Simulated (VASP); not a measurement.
# How biaxial strain in the (111) plane changes Pt

How do stress and energy of Pt follow biaxial strain in the (111) plane?

Calculated with VASP 6.6.1; PBEsol; plane waves and PAW (Pt), in the first sound run; inputs show where later runs differ.

## (1) The starting structure

It takes space group Fm-3m (No. 225, cubic). Conventional cell: a = 3.920 Å, b = 3.920 Å, c = 3.920 Å, α = 90.00°, β = 90.00°, γ = 90.00°. Nearest to Pt lie 12 Pt at 2.77 Å.

Coordinates:

```xyz
1
Lattice="0.0000 1.9600 1.9600 1.9600 0.0000 1.9600 1.9600 1.9600 0.0000" Properties=species:S:1:pos:R:3 pbc="T T T"
Pt    0.0000    0.0000    0.0000
```

## (2) Relax the crystal, PBEsol

The series starts from the cell that this level prefers, so that zero strain is near zero stress.

Level: PBEsol; plane waves and PAW (Pt).

INCAR

```
SYSTEM = Pt
PREC = Accurate
ENCUT = 450
EDIFF = 1E-07
NELM = 120
ISMEAR = 1
SIGMA = 0.15
LREAL = .FALSE.
ALGO = Normal
GGA = PS
NBANDS = 11
LASPH = .TRUE.
LORBIT = 11
LWAVE = .FALSE.
LCHARG = .FALSE.
KPAR = 8
IBRION = 2
NSW = 40
ISIF = 3
EDIFFG = -0.005
POTIM = 0.4
```

POSCAR

```
Pt
1.0
    0.0000000000      1.9600000000      1.9600000000
    1.9600000000      0.0000000000      1.9600000000
    1.9600000000      1.9600000000      0.0000000000
Pt
1
Direct
    0.0000000000      0.0000000000      0.0000000000
```

KPOINTS

```
Automatic mesh
0
Gamma
26 26 26
0 0 0
```

Potentials, in the order of the species: Pt (PBE family, release 64).

On the command line:

```
> mpirun -np 8 vasp_std
```

What it wrote:

```text
[banner, memory and clock lines left out]
running    8 mpi-ranks, on    1 nodes
[...]
|                                                                             |
|           W    W    AA    RRRRR   N    N  II  N    N   GGGG   !!!           |
|           W    W   A  A   R    R  NN   N  II  NN   N  G    G  !!!           |
|           W    W  A    A  R    R  N N  N  II  N N  N  G       !!!           |
|           W WW W  AAAAAA  RRRRR   N  N N  II  N  N N  G  GGG   !            |
|           WW  WW  A    A  R   R   N   NN  II  N   NN  G    G                |
|           W    W  A    A  R    R  N    N  II  N    N   GGGG   !!!           |
|                                                                             |
|     For optimal performance we recommend to set                             |
|       NCORE = 2 up to number-of-cores-per-socket                            |
|     NCORE specifies how many cores store one orbital (NPAR=cpu/NCORE).      |
|     This setting can greatly improve the performance of VASP for DFT.       |
[...]
DAV:   4    -0.696264120495E+01   -0.27538E-04   -0.74964E-05 12688   0.569E-02    0.758E-03
DAV:   5    -0.696264070073E+01    0.50422E-06   -0.11866E-06 12865   0.986E-03    0.197E-03
DAV:   6    -0.696264110796E+01   -0.40723E-06   -0.64850E-08 13026   0.157E-03    0.284E-04
DAV:   7    -0.696264109526E+01    0.12698E-07   -0.15861E-09  6239   0.289E-04
   2 F= -.69626411E+01 E0= -.69620253E+01  d E =0.382317E-03
 trial-energy change:    0.000382  1 .order    0.000395   -0.000685    0.001476
 step:   0.3249(harm=  0.3169)  dis= 0.00000  next Energy=    -6.963135 (dE=-0.112E-03)
[...]
N       E                     dE             d eps       ncg     rms          rms(c)
DAV:   1    -0.696622572876E+01   -0.35846E-02   -0.63847E-02 11701   0.236E+00    0.388E-01
DAV:   2    -0.696330383942E+01    0.29219E-02   -0.79288E-03 11641   0.677E-01    0.159E-01
DAV:   3    -0.696313082364E+01    0.17302E-03   -0.77361E-04 12889   0.201E-01    0.840E-02
DAV:   4    -0.696313620978E+01   -0.53861E-05   -0.30395E-05 12641   0.357E-02    0.284E-03
DAV:   5    -0.696313621968E+01   -0.98995E-08   -0.38329E-07 13453   0.490E-03
   3 F= -.69631362E+01 E0= -.69625045E+01  d E =-.112807E-03
[...]
reached required accuracy - stopping structural energy minimisation
```

It took 26 s on 8 MPI ranks of Intel Xeon Platinum 8175M at 2.50GHz (Skylake/Cascade Lake), shared host; peak memory 1.5 GiB; 3.4 min of CPU time.

Lines that name or quote the potential files are left out of all logs, and their timing lines are given in words.

OUTCAR, selected parts (step 2):

```text
  Total        0.0025225      0.0025225      0.0025225      0.0000000      0.0000000      0.0000000
  in kB        0.2691533      0.2691533      0.2691533      0.0000000      0.0000000      0.0000000
  external PRESSURE =       0.2691533 kB  Pullay stress =       0.0000000 kB

 POSITION                                       TOTAL-FORCE (eV/Angst)
 -----------------------------------------------------------------------------------
      0.00000      0.00000      0.00000        -0.000000     -0.000000     -0.000000
 -----------------------------------------------------------------------------------
    total drift:                                0.000000      0.000000      0.000000

  FREE ENERGIE OF THE ION-ELECTRON SYSTEM (eV)
  ---------------------------------------------------
  free  energy   TOTEN  =        -6.9631362197 eV

  energy  without entropy=       -6.9612409572  energy(sigma->0) =       -6.96250447

 reached required accuracy - stopping structural energy minimisation

[... 3 further parts left out ...]
[key lines of the parts left out:]
E-fermi :  11.1756
```

Numbers from this step:

```
energy(sigma→0) of the program : -6.9625 eV
stress, compression positive   : 0.03 along [111], 0.03 across it (mean), GPa
volume                         : 15.016 Å³
ionic steps                    : 3
```

## (3) Strain along the normal, PBEsol

One member in full: the plane is strained by -0.5 %, and the strain along the normal is moved by secant steps until the normal stress is under 0.012 GPa or five steps are spent; the atoms relax at each step.

This step took 3 runs, each at a new trial strain with the atoms of the one before; the last is shown.

Level: PBEsol; plane waves and PAW (Pt).

Edit INCAR of step 2 so:

```diff
@@ -15,7 +15,7 @@
 LCHARG = .FALSE.
-KPAR = 8
-IBRION = 2
-NSW = 40
-ISIF = 3
-EDIFFG = -0.005
-POTIM = 0.4
+KPAR = 2
+IBRION = 1
+NSW = 25
+ISIF = 2
+EDIFFG = -0.004
+POTIM = 0.3
```

POSCAR

```
Pt
1.0
    0.0148030790      1.9631225230      1.9631225230
    1.9631225230      0.0148030790      1.9631225230
    1.9631225230      1.9631225230      0.0148030790
Pt
1
Direct
    0.0000000000      0.0000000000      0.0000000000
```

KPOINTS is that of step 2.

On the command line:

```
> mpirun -np 2 vasp_std
```

What it wrote:

```text
[banner, memory and clock lines left out]
running    2 mpi-ranks, on    1 nodes
[...]
[... a notice as in an earlier step ...]

 LDA part: xc-table for (Slater+PW92), standard interpolation
 POSCAR, INCAR and KPOINTS ok, starting setup
[...]
entering main loop
       N       E                     dE             d eps       ncg     rms          rms(c)
DAV:   1     0.338369730427E+02    0.33837E+02   -0.48982E+03 38088   0.745E+02
DAV:   2    -0.690001903633E+01   -0.40737E+02   -0.39002E+02 41794   0.164E+02
DAV:   3    -0.741355637271E+01   -0.51354E+00   -0.50894E+00 42484   0.174E+01
DAV:   4    -0.741554454724E+01   -0.19882E-02   -0.19880E-02 41930   0.128E+00
[...]
DAV:  10    -0.696233006860E+01   -0.41163E-05   -0.37289E-06 46182   0.134E-02    0.634E-03
DAV:  11    -0.696233021833E+01   -0.14973E-06   -0.52962E-08 35980   0.208E-03    0.677E-04
DAV:  12    -0.696233021592E+01    0.24154E-08   -0.43399E-09 21691   0.534E-04
   1 F= -.69623302E+01 E0= -.69617292E+01  d E =-.696233E+01
 BRION: g(F)=  0.150E-62 g(S)=  0.000E+00
 reached required accuracy - stopping structural energy minimisation
```

It took 1.7 min on 2 MPI ranks; peak memory 0.62 GiB; 3.3 min of CPU time.

OUTCAR, selected parts (step 3):

```text
  Total        0.1061684      0.1061684      0.1061684     -0.0534466     -0.0534466     -0.0534466
  in kB       11.3703468     11.3703468     11.3703468     -5.7239875     -5.7239875     -5.7239875
  external PRESSURE =      11.3703468 kB  Pullay stress =       0.0000000 kB

 POSITION                                       TOTAL-FORCE (eV/Angst)
 -----------------------------------------------------------------------------------
      0.00000      0.00000      0.00000        -0.000000      0.000000     -0.000000
 -----------------------------------------------------------------------------------
    total drift:                                0.000000      0.000000      0.000000

  FREE ENERGIE OF THE ION-ELECTRON SYSTEM (eV)
  ---------------------------------------------------
  free  energy   TOTEN  =        -6.9623302159 eV

  energy  without entropy=       -6.9605272002  energy(sigma->0) =       -6.96172921

[... 1 part as in an earlier step ...]

[... 3 further parts left out ...]
[key lines of the parts left out:]
E-fermi :  11.2474
```

Read from the output:

| Item | Value |
| --- | --- |
| energy(sigma→0) of the program | -6.9617 eV |
| stress, compression positive | -0.01 along [111], 1.71 across it (mean), GPa |
| ionic steps | 1 |

## (4) The whole series

The other members went through these steps as far as the tables show, with the same cutoff and, step by step, the same mesh; 31 runs are not shown. The session took 1.8 core hours (wall time by ranks) on a shared machine.

```csv
in-plane strain (%),strain along the normal (%),"in-plane stress, tension positive (GPa)","energy above the unstrained row, extrapolated to no smearing (meV/atom)"
-2.000,2.544,-7.957,13.776
-1.500,1.905,-5.663,7.447
-1.000,1.267,-3.590,3.177
-0.500,0.634,-1.709,0.769
0,0.005,-0.001,0.000
0.500,-0.608,?,?
1.000,-1.202,3.097,2.853
1.500,-1.767,4.558,6.352
2.000,-2.307,5.973,11.191
```

## (5) A fit to the known rows

A least-squares parabola through the 8 rows shown, with e the strain in %: stress = − 0.2546 e² + 3.438 e + 0.02272 (GPa), r.m.s. residual 0.072 GPa.

For the withheld row, e = 0.5, the fit gives 1.678 GPa.

## (6) Prediction against calculation

The calculation gives 1.588 GPa, so the prediction is 0.090 GPa too high, within twice the residual of the fit.

Slopes at zero strain, from cubics through all rows: strain ratio -1.241, stress over strain 330 GPa.

## (7) Summary of results

```
error of the predicted stress      : 0.090 GPa
ratio of normal to in-plane strain : -1.241
biaxial modulus                    : 330 GPa
```

What this shows: As a check, the curvature of the energy gives 319 GPa for the same modulus (energy per volume = M × strain²), 3 % from the slope of the stress; these energies are extrapolated to no smearing, while the stress belongs to the free energy, so part of the difference may come from that. These are static values: temperature and zero-point motion are left out. In a metal the slopes also depend on mesh and smearing, which were held through the series.

[Lines on the potential files, build, host, timing and source positions are cut from VASP's logs without a mark.]

[Logs are printed without paths, hosts, clocks, repeated set-up lines and the standing remarks that a program may print on its own settings, such as how far it seeks lower states.]

[Hosts, paths, dates, database ids (printed as entryN), source tags and the programs' standing remarks are cut or masked in the printed files.]

[In band tables of VASP the shares of atoms and orbitals are scaled to a sum of 1 inside the atoms' spheres.]
